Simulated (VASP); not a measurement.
Given:

```
CsCl
1.0
    4.49800     0.00000     0.00000
    0.00000     4.49800     0.00000
    0.00000     0.00000     4.49800
Cs Cl
1 1
Direct
  0.00000   0.00000   0.00000
  0.50000   0.50000   0.50000
```

Calculation: PBEsol GGA, VASP's PBE PAW potentials (set 64) (plane waves; VASP). Run with 400 eV cut-off, 5×5×5 Γ-centred mesh, Gaussian smearing of 0.050 eV, potentials Cs_sv Cl.

Energy and stress use the plane-wave basis of the starting cell.

Task: The ions, cell shape and volume are relaxed. Give the cell that the relaxation ends in.

Result: 
```
CsCl
1.0
    4.07422     0.00000     0.00000
    0.00000     4.07422     0.00000
    0.00000     0.00000     4.07422
Cs Cl
1 1
Cartesian
  0.00000   0.00000   0.00000
  2.03711   2.03711   2.03711
```
Space group Pm-3m (221), at a tolerance of 0.03 Å.

Task: How do energy and volume change from the first to the last step?

Result: The energy (σ→0) changes by -126.8 meV/atom and the volume by -25.7 %, in 5 ionic steps.

The structure was generated: CsCl was put into the CsCl type type (Pm-3m), which need not be its known phase. This run relaxes it. Symmetry was kept, so distortions that lower it aren't found.
